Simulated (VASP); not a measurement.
An input for Ansatz (written as the equivalent of a VASP run, and not itself run):

Ansatz 0.2 input:
```yaml
crystal:
  lattice:
    - [-1.2220460, 1.2220460, 1.2220460]
    - [1.2220460, -1.2220460, 1.2220460]
    - [1.2220460, 1.2220460, -1.2220460]
  atoms:
    - { symbol: C, position: [0.0000000, 0.0000000, 0.0000000] }
kpoints:
  mp_grid: { grid: [13, 13, 13] }
hamiltonian:
  xc: r2scan
  pseudopotentials: { kind: paw }
scf:
  occupations: { method: gaussian, width: 0.05 }
  max_iter: 100
relax:
  max_steps: 60
  f_tol: 0.01
  cell: {}
output: { forces: true, stress: true, eigenvalues: true }
```

**Question.** Write the VASP files for the same calculation (r2SCAN).

**Answer.** Several could match; the one computed here: 
POSCAR:
```
C
1
   -1.2220460000     1.2220460000     1.2220460000
    1.2220460000    -1.2220460000     1.2220460000
    1.2220460000     1.2220460000    -1.2220460000
C
1
Direct
  0.0000000000   0.0000000000   0.0000000000
```

**KPOINTS**
```
kpoints
0
G
  13 13 13
0 0 0
```

INCAR:
```
SYSTEM = C
PREC = Accurate; ENCUT = 520; LREAL = .FALSE.
LASPH = .TRUE.
EDIFF = 1E-6; NELM = 100; ALGO = Normal
LMIXTAU = .TRUE.
ISMEAR = 0; SIGMA = 0.05
METAGGA = R2SCAN
IBRION = 2; NSW = 60; ISIF = 3
EDIFFG = -0.01
LWAVE = .FALSE.; LCHARG = .FALSE.
```

POTCAR, in this order: C (PBE.64 set). Program: vasp_std.

What does not carry over: each code has its own PAW files, so the cut-off isn't converted (ENCUT is set for VASP's; basis.ecutwfc is left out, and Ansatz then takes the one that its files recommend); Ansatz stops its SCF on the density residual and VASP on the energy change (EDIFF).

The structure was generated: C was put into the bcc type (Im-3m), which need not be its known phase. This run relaxes it. Symmetry was kept, so distortions that lower it aren't found.
